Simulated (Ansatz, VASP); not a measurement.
# Cross-check of WC between VASP and Ansatz

One calculation is typed for both programs; each brings its own data sets and cutoff. How far apart do they land?

Program: Ansatz 0.2.0. Level of theory: plane waves, with VASP 6.6.1 beside it; single point at PBEsol. Results are calculated unless marked as measured.

## 1. Set-up

Symmetry: P-6m2, No. 187, hexagonal system. The conventional cell has a = 2.901 Å, b = 2.901 Å, c = 2.831 Å, α = 90.00°, β = 90.00°, γ = 120.00°. Nearest to W lie 6 C at 2.19 Å. Nearest to C lie 6 W at 2.19 Å. Farther neighbours are not listed.

## 2. Ansatz: single point, PBEsol

Ansatz runs on its default PAW (the set named soft_2) files.

A single point gives forces, pressure and levels at one fixed geometry, so differences don't come from the geometry; what else differs is listed under the comparison.

File input.yaml:

```yaml
crystal:
  lattice:
    - [2.9014411141, 0.0, 0.0]
    - [-1.4507205571, 2.5127217116, 0.0]
    - [0.0, 0.0, 2.8305268884]
  atoms:
    - { symbol: W, position: [0.0, 0.0, 0.0] }
    - { symbol: C, position: [0.666666667, 0.333333333, 0.5] }
hamiltonian:
  xc: pbesol
  pseudopotentials: { kind: paw }
kpoints:
  mp_grid: { grid: [30, 30, 28] }
scf:
  occupations: { method: tetrahedron }
output:
  forces: true
  stress: true
  write_density: true
  write_potential: true
  elf: true
  volumetric_format: npy
```

Started as:

```bash
ansatz run input.yaml --threads 2 --pin off --max-ram 4608MiB --backend cpu --events-out ev --progress --plain --runs-dir out
```

Numbers of over 12 decimals in the logs are rounded to 6 here.

The program printed:

```text
Warning: output.forces, output.stress, relax.cell or npt_langevin: where a Kohn–Sham band that disperses or a degenerate level is filled in part under the method tetrahedron, the forces or the stress that this run publishes need not agree with its energy (scf.occupations.method in the input reference, under Limitations); prefer a smearing scheme for the forces or the stress
Engine: ansatz 0.2.0, aarch64-unknown-linux-gnu
Pseudopotentials: kind: paw
Pseudopotential: W, paw, valence charge 14, recommended cutoff 420 eV (normal), W.paw.azcp
Pseudopotential: C, paw, valence charge 4, recommended cutoff 420 eV (normal), C.paw.azcp
Functional definition: PBEsol
  exchange = pbesol_x
  correlation = pbesol_c
Crystal: 2 atoms, lattice volume = 20.636 Å³
Basis set: ecut = 420 eV, 405 PW (Γ), exchange–correlation on 40×40×40 points (8 copies of the dense FFT grid, shifted against one another)
Bands: 13, of which v1, the nominal top of the filled ones, is band 9 counted from 1 (8 counted from 0)
Symmetry: 12 space group operations
Space group: P-6m2 (ITA 187), of the structure as read, at distance tolerance 2.7e-5 Å
k-points: 1365 of 25200 (time reversal used)
Non-local potential: W, projectors of the file, l = 0: 3, l = 1: 2, l = 2: 2, l = 3: 1
Non-local potential: C, projectors of the file, l = 0: 2, l = 1: 2, l = 2: 1
PAW form: soft (Blöchl's): semilocal exchange-correlation on the pseudo side does not see the compensation charge
PAW frozen core: W, regenerated for the run's functional, and the local potential with it (the file was generated under x = pbe(κ = 0.804, μ = 0.219515), c = pbe(β = 0.066725))
PAW frozen core: C, regenerated for the run's functional, and the local potential with it (the file was generated under x = pbe(κ = 0.804, μ = 0.219515), c = pbe(β = 0.066725))
PAW one-centre angular grid: W, 590 points (default); XC on 64 Gauss nodes
PAW one-centre angular grid: C, 110 points (default); XC on 64 Gauss nodes
Initial density: superposition of atomic densities (neutral atoms: chi_scale 0, normalization atom), corrected by the library's trained network
Initial wavefunctions: pseudopotential atomic-orbital guess
Functional: x = pbesol(κ = 0.804, μ = 0.123457), c = pbesol(β = 0.046)
SCF iter   1: F=—  HF=-10503.733226 eV  |F-HF|=—  |Δ(HF+E_count)|=         —  Δρ=1.21e-2  dr2=2.54e-2  ethr=1.77e-3  ⟨swp⟩=6.0  Hψ=90660  notcnv=0
preconditioner: auto → none  [metal: no gap  n_scr=8 (ndim 8)  ℏωp=25.8 eV  f_vac=0.000  sad-step TF]
SCF iter   2: F=—  HF=-10503.729119 eV  |F-HF|=—  |Δ(HF+E_count)|=   4.11e-3  Δρ=4.67e-3  dr2=1.77e-3  ethr=1.41e-4  ⟨swp⟩=2.0  Hψ=33239  notcnv=0  defer=16
SCF iter   3: F=—  HF=-10503.729421 eV  |F-HF|=—  |Δ(HF+E_count)|=   3.03e-4  Δρ=1.49e-3  dr2=1.81e-4  ethr=9.84e-6  ⟨swp⟩=2.8  Hψ=28781  notcnv=0  defer=16
SCF iter   4: F=—  HF=-10503.729473 eV  |F-HF|=—  |Δ(HF+E_count)|=   5.21e-5  Δρ=2.09e-4  dr2=6.27e-6  ethr=1.01e-6  ⟨swp⟩=2.1  Hψ=28917  notcnv=0  defer=16
SCF iter   5: F=—  HF=-10503.729469 eV  |F-HF|=—  |Δ(HF+E_count)|=   3.79e-6  Δρ=2.13e-5  dr2=4.53e-8  ethr=5.56e-10  ⟨swp⟩=7.1  Hψ=120217  notcnv=0
SCF iter   6: F=-10503.729469 eV  HF=-10503.729469 eV  |F-HF|=4.66e-10  |Δ(HF+E_count)|=   1.95e-9  Δρ=2.78e-6  dr2=5.47e-10  ethr=2.52e-10  ⟨swp⟩=6.5  Hψ=108877  notcnv=0
SCF 1 converged in 6 iterations: F = -10503.729469 eV  dr2 = 5.47e-10
  greatest PAW one-centre occupation: 1.000 electrons in one spin orbital (limit 2), on the W atom at site 0 (counted from 0), in its partial waves of l = 0
SCF converged after 6 iterations
Stability not checked: this state was not tested for a lower state beside it, because cold or Methfessel-Paxton smearing, or corrected tetrahedra, fill the levels in a way that the test cannot read (fill_not_monotonic; see scf.lower_state_search)
Free energy (F): -10503.729469 eV
Harris-Foulkes:  -10503.729469 eV  (|F-HF|=4.66e-10)
Internal energy: -10503.729469 eV  (E = F + TS)
E sigma→0 (E₀):  -10503.729469 eV
Entropy (-TS):   -0.000000 eV (-0.000 meV/atom)
Fermi energy:    20.554116 eV
--- Per-component energies (eV) ---
  E_band       = -58.408900
  E_kinetic    = 542.005078
  E_local      = -662.990330  (includes V_loc(G=0)·N_el)
  E_nonlocal   = 28.111731
  E_hartree    = 233.961639
  E_xc         = -314.582379
  E_vxc        = -300.114903  (∫ρ·V_xc dr)
  E_paw        = -8530.857566  (= ΣΔE_a)
  E_vpaw       = -133.343847  (= ΣTr[D̂ρ^β])
  E_aug_tail   = -0.000064  (compensation charges beyond the density's cutoff)
  E_ewald      = -1799.620471
  E_core_change = 0.242893  (= ΣΔE_core)
  E_smearing   = -0.000000  (= −TS)
  E_closure    = 0.000000  (closes the sum)
  Σ components = -10503.729469   (vs F -10503.729469, Δ=0.00e0)
--- Forces (eV/Å), atoms counted from 1 ---
  atom   1  W      0.00000000     0.00000000     0.00000000
  atom   2  C      0.00000000     0.00000000     0.00000000
  max |Σ_I F_I| component: 5.00e-16 eV/Å
--- Stress (GPa, compression-positive) ---
       -1.109480       0.000000       0.000000
        0.000000      -1.109480       0.000000
        0.000000       0.000000      -1.449501
  P = ⅓ Tr σ = -1.2228 GPa (-12.228 kbar)
--- Band table (eV; the first three rows and the last of 1365) ---
  k-point 0: bands = [... 5 lower, 16.2060, 17.2056, 17.2056, 20.6881, 23.8156, 23.8156, 26.2421, 26.2421]
  k-point 1: bands = [... 5 lower, 16.1934, 17.2200, 17.2200, 20.6796, 23.6903, 23.6903, 26.3242, 26.3242]
  k-point 2: bands = [... 5 lower, 16.1494, 17.2629, 17.2629, 20.6649, 23.3696, 23.3696, 26.5113, 26.5113]
  k-point 1364: bands = [... 5 lower, 13.2829, 15.1494, 18.9874, 19.9138, 25.0076, 27.0413, 28.2419, 29.7256]
```

It took 39 s on 2 threads of Arm Neoverse N1, shared host; peak memory 0.68 GiB; 77 s of CPU time.

The run ends at a pressure of -1.22 GPa.

## 3. VASP: single point, PBEsol

The same cell, functional, mesh and smearing now go to VASP, with its own data sets and cutoff.

Lines of VASP's logs that name or quote its potential files are left out, and so is its time.

File INCAR:

```
SYSTEM = WC
PREC = Accurate
ENCUT = 520
EDIFF = 1E-08
NELM = 100
ISMEAR = -5
SIGMA = 0.15
LREAL = .FALSE.
ALGO = Normal
GGA = PS
NBANDS = 25
LASPH = .TRUE.
LORBIT = 11
LWAVE = .FALSE.
LCHARG = .FALSE.
KPAR = 2
ISIF = 2
NEDOS = 3001
```

File POSCAR:

```
WC
1.0
    2.9014411141      0.0000000000      0.0000000000
   -1.4507205571      2.5127217116      0.0000000000
    0.0000000000      0.0000000000      2.8305268884
W C
1 1
Direct
    0.0000000000      0.0000000000      0.0000000000
    0.6666666670      0.3333333330      0.5000000000
```

File KPOINTS:

```
Automatic mesh
0
Gamma
30 30 28
0 0 0
```

PAW data sets: W_sv and C (PBE family, release 64).

Started as:

```bash
mpirun -np 2 vasp_std
```

The program printed:

```text
[banner, memory and clock lines left out]
running    2 mpi-ranks, on    1 nodes
 distrk:  each k-point on    1 cores,    2 groups
 distr:  one band on    1 cores,    1 groups

 POSCAR found type information on POSCAR W C
 POSCAR found :  2 types and       2 ions
|                                                                             |
|               ----> ADVICE to this user running VASP <----                  |
|                                                                             |
|     You enforced a specific xc type in the INCAR file but a different       |
|     [... a line on the potential file left out ...]
|     I HOPE YOU KNOW WHAT YOU ARE DOING!                                     |
|                                                                             |

 LDA part: xc-table for (Slater+PW92), standard interpolation
 POSCAR, INCAR and KPOINTS ok, starting setup
 FFT: planning ... GRIDC
 FFT: planning ... GRID_SOFT
 FFT: planning ... GRID
 WAVECAR not read
 entering main loop
       N       E                     dE             d eps       ncg     rms          rms(c)
DAV:   1     0.128082151918E+03    0.12808E+03   -0.78544E+03 68578   0.801E+02
DAV:   2    -0.216859334306E+02   -0.14977E+03   -0.14196E+03 78484   0.259E+02
DAV:   3    -0.267901336076E+02   -0.51042E+01   -0.50657E+01 80223   0.443E+01
DAV:   4    -0.268077551671E+02   -0.17622E-01   -0.17619E-01 77188   0.270E+00
DAV:   5    -0.268078023764E+02   -0.47209E-04   -0.47209E-04 82463   0.140E-01    0.334E+01
DAV:   6    -0.240124214243E+02    0.27954E+01   -0.21979E+00 82601   0.160E+01    0.957E+00
DAV:   7    -0.239327396090E+02    0.79682E-01   -0.25923E-01 73467   0.283E+00    0.637E+00
DAV:   8    -0.239004502917E+02    0.32289E-01   -0.45377E-02 81493   0.141E+00    0.780E-01
DAV:   9    -0.239000755647E+02    0.37473E-03   -0.10882E-03 74689   0.267E-01    0.123E-01
DAV:  10    -0.238999107589E+02    0.16481E-03   -0.14427E-04 83079   0.109E-01    0.150E-02
DAV:  11    -0.238999106908E+02    0.68119E-07   -0.65179E-06 73027   0.187E-02    0.122E-02
DAV:  12    -0.238999105451E+02    0.14565E-06   -0.30546E-07 82784   0.441E-03    0.893E-04
DAV:  13    -0.238999104515E+02    0.93630E-07   -0.98875E-09 61517   0.678E-04    0.685E-04
DAV:  14    -0.238999104564E+02   -0.48894E-08   -0.12227E-09 38518   0.321E-04
   1 F= -.23899910E+02 E0= -.23899910E+02  d E =0.000000E+00
|                                                                             |
|           W    W    AA    RRRRR   N    N  II  N    N   GGGG   !!!           |
|           W    W   A  A   R    R  NN   N  II  NN   N  G    G  !!!           |
|           W    W  A    A  R    R  N N  N  II  N N  N  G       !!!           |
|           W WW W  AAAAAA  RRRRR   N  N N  II  N  N N  G  GGG   !            |
|           WW  WW  A    A  R   R   N   NN  II  N   NN  G    G                |
|           W    W  A    A  R    R  N    N  II  N    N   GGGG   !!!           |
|                                                                             |
|     Tetrahedron method does not include variations of the Fermi             |
|     occupations, so forces and stress will be inaccurate. We suggest        |
|     using a different smearing scheme ISMEAR = 1 or 2 for metals in         |
|     relaxations.                                                            |
|                                                                             |
```

OUTCAR, selected parts (step 3):

```text
ion  position               nearest neighbor table
   1  0.000  0.000  0.000-   2 2.19   2 2.19   2 2.19   2 2.19   2 2.19   2 2.19
   2  0.667  0.333  0.500-   1 2.19   1 2.19   1 2.19   1 2.19   1 2.19   1 2.19

  LATTYP: Found a hexagonal cell.
 ALAT       =     2.9014411141
 C/A-ratio  =     0.9755589644

 Subroutine GETGRP returns: Found 12 space group operations
 (whereof 12 operations were pure point group operations)

The static configuration has the point symmetry D_3h.

 Found   1365 irreducible k-points:

   k-points           NKPTS =   1365   k-points in BZ     NKDIM =   1365   number of bands    NBANDS=     25

   dimension x,y,z NGX =    24 NGY =   24 NGZ =   24
   dimension x,y,z NGXF=    48 NGYF=   48 NGZF=   48

   ENCUT  =  520.0 eV  38.22 Ry    6.18 a.u.   5.39  5.39  5.26*2*pi/ulx,y,z

   NELECT =      18.0000    total number of electrons

 k-points in reciprocal lattice and weights: Automatic mesh
   0.00000000  0.00000000  0.00000000       0.000
   0.03333333 -0.00000000  0.00000000       0.000
   0.06666667  0.00000000  0.00000000       0.000
   0.10000000 -0.00000000  0.00000000       0.000
   0.13333333  0.00000000  0.00000000       0.000
   0.16666667  0.00000000  0.00000000       0.000
   0.20000000 -0.00000000  0.00000000       0.000
   0.23333333  0.00000000  0.00000000       0.000
   0.26666667  0.00000000  0.00000000       0.000
[...]
0.33333333  0.30000000  0.50000000       0.000
   0.33333333  0.33333333  0.50000000       0.000

 average (electrostatic) potential at core
       1 -60.5698       2 -43.4684

 E-fermi :  10.9973

 k-point     1 :       0.0000    0.0000    0.0000
  band No.  band energies     occupation
    ...
      4     -26.7946      2.00000
      5      -3.4584      2.00000
      6       6.6495      2.00000
      7       7.6562      2.00000
      8       7.6562      2.00000
      9      11.1354      0.00000
     10      14.2638      0.00000
     11      14.2638      0.00000
     12      16.7006      0.00000
     13      16.7006      0.00000
    ...

 k-point     2 :       0.0333   -0.0000    0.0000
  band No.  band energies     occupation
    ...
      5      -3.4285      2.00000
      6       6.6623      2.00000
      7       7.6102      2.00000
      8       7.6842      2.00000
      9      11.0349      0.77919
     10      14.2529      0.00000
     11      14.3744      0.00000
     12      16.6359      0.00000
     13      16.6788      0.00000
     14      17.5497      0.00000
    ...

 k-point     3 :       0.0667    0.0000    0.0000
  band No.  band energies     occupation
    ...
      5      -3.3396      2.00000
      6       6.6895      2.00000
      7       7.4894      2.00000
      8       7.7672      2.00000
      9      10.7715      2.03773
     10      14.2207      0.00000
     11      14.6666      0.00000
     12      16.4531      0.00000
     13      16.6154      0.00000
     14      17.8158      0.00000
    ...

  Total        0.0067492      0.0067492      0.0071347     -0.0000000      0.0000000      0.0000000
  in kB        0.5240042      0.5240042      0.5539338     -0.0000000      0.0000000      0.0000000
  external PRESSURE =       0.5339807 kB  Pullay stress =       0.0000000 kB

  energy-cutoff  :      520.00
  volume of cell :       20.64
      direct lattice vectors                 reciprocal lattice vectors
     2.901441114  0.000000000  0.000000000     0.344656314  0.198987416  0.000000000
    -1.450720557  2.512721712  0.000000000     0.000000000  0.397974832  0.000000000
     0.000000000  0.000000000  2.830526888     0.000000000  0.000000000  0.353291115

 POSITION                                       TOTAL-FORCE (eV/Angst)
 -----------------------------------------------------------------------------------
      0.00000      0.00000      0.00000         0.000000     -0.000000      0.000000
      1.45072      0.83757      1.41526        -0.000000      0.000000      0.000000
 -----------------------------------------------------------------------------------
    total drift:                               -0.000000      0.000000     -0.000000

  FREE ENERGIE OF THE ION-ELECTRON SYSTEM (eV)
  ---------------------------------------------------
  free  energy   TOTEN  =       -23.8999104564 eV

  energy  without entropy=      -23.8999104564  energy(sigma->0) =      -23.89991046

 total charge
# of ion       s       p       d       tot
------------------------------------------
    1        2.353   6.433   3.429  12.214
    2        0.849   1.568   0.000   2.416
--------------------------------------------------
tot          3.201   8.000   3.429  14.630

[... 3 further parts left out ...]
```

The run ends at a pressure of 0.05 GPa.

## 4. Comparison

Known differences besides the potentials themselves: the cutoff is 420 eV in Ansatz and 520 eV in VASP; Ansatz makes its cores anew for this functional, VASP keeps those of its PBE data sets. Total energies have different zeros and are not compared.

The two programs side by side:

| quantity | Ansatz | VASP | difference |
| --- | --- | --- | --- |
| pressure (GPa) | -1.22 | 0.05 | -1.28 |
| pressure without Ansatz's Pulay correction (GPa) | -1.52 | 0.05 | -1.58 |

Ansatz's pressure holds a Pulay correction of 0.30 GPa; VASP's holds none.

## 5. Other set-ups

Further runs change the set-up of one program: Ansatz's method, potentials or start, or VASP's data sets, cutoff or form of LDA. The table gives Ansatz less VASP for each quantity, since a change that brings one quantity closer may part another.

| run | pressure (GPa) | pressure without Ansatz's Pulay correction (GPa) |
| --- | --- | --- |
| as above | -1.3 | -1.6 |
| cores kept as stored | -1.2 | -1.5 |
| Ansatz's larger PAW set (cutoff 880 eV) | -1.1 |  |
| norm-conserving potentials (cutoff 1116 eV) | -0.78 | -0.90 |

## 6. Outcome

```
difference in pressure (single point, PBEsol) : -1.3 GPa
```

**Reading.** The difference in pressure is -1.3 GPa (single point, PBEsol), beyond the 1 GPa picked in this series as the mark of a large difference. Single point, PBEsol, norm-conserving potentials (cutoff 1116 eV): the difference in pressure goes from -1.3 to -0.78 GPa; the difference in pressure without Ansatz's Pulay correction goes from -1.6 to -0.90 GPa. 1 further run of this series is not shown here. How closely two codes agree says nothing of how well the functional describes the real material.

[Lines on the potential files, build, host, timing and source positions are cut from VASP's logs without a mark.]

[Logs are printed without paths, hosts, clocks, repeated set-up lines and the standing remarks that a program may print on its own settings, such as how far it seeks lower states.]

[Hosts, paths, dates, database ids (printed as entryN), source tags and the programs' standing remarks are cut or masked in the printed files.]
